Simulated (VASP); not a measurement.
These are PBEsol GGA, VASP's PBE PAW potentials (set 64) (plane waves; VASP) values and carry that method's errors.

VASP input:

File POSCAR:
```
Gd
1
    1.8150000000    -3.1436720000     0.0000000000
    1.8150000000     3.1436720000     0.0000000000
    0.0000000000     0.0000000000     5.7800000000
Gd
2
Direct
  0.3333330000   0.6666670000   0.2500000000
  0.6666670000   0.3333330000   0.7500000000
```

File KPOINTS:
```
Automatic mesh
0
Gamma
10 10 6
0 0 0
```

**INCAR**
```
SYSTEM = Gd
PREC = Accurate
ENCUT = 400
EDIFF = 1E-6
NELM = 100
ALGO = Normal
LREAL = .FALSE.
LASPH = .TRUE.
ISMEAR = 1
SIGMA = 0.1
GGA = PS
LMAXMIX = 6
LWAVE = .FALSE.
LCHARG = .FALSE.
IBRION = 2
ISIF = 3
NSW = 60
EDIFFG = -0.01
```

POTCAR, in this order: Gd_3 (PBE.64 set). Program: vasp_std.

The 4f electrons are frozen in the core of the lanthanide potential, so 4f levels, which can set the real gap, and their magnetism are missing. Energy and stress use the plane-wave basis of the starting cell.

**Question.** Predict the energy per atom (σ→0), volume per atom, band gap (on the k-mesh).

**Answer.** 
| Item | Result |
|---|---|
| energy per atom (σ→0) | -5.020 eV/atom |
| band gap (on the k-mesh) | none (metal, semimetal or under 0.01 eV) |
| volume per atom | 31.03 Å^3/atom |

OSZICAR:
```
...
   5 F= -.10038966E+02 E0= -.10039395E+02  d E =-.213559E-04
       N       E                     dE             d eps       ncg     rms          rms(c)
DAV:   1    -0.100391703602E+02   -0.20425E-03   -0.91437E-03  1466   0.697E-01    0.615E-02
DAV:   2    -0.100390352745E+02    0.13509E-03   -0.16270E-04  1666   0.103E-01    0.419E-02
DAV:   3    -0.100389795141E+02    0.55760E-04   -0.77613E-05  1844   0.663E-02    0.188E-02
DAV:   4    -0.100389792888E+02    0.22533E-06   -0.10856E-05  1855   0.231E-02    0.104E-02
DAV:   5    -0.100389790888E+02    0.19998E-06   -0.22464E-07   733   0.391E-03
   6 F= -.10038979E+02 E0= -.10039415E+02  d E =-.344252E-04
```

The compound is Gd in the hcp structure. This run relaxes it. Symmetry was kept, so distortions that lower it aren't found.
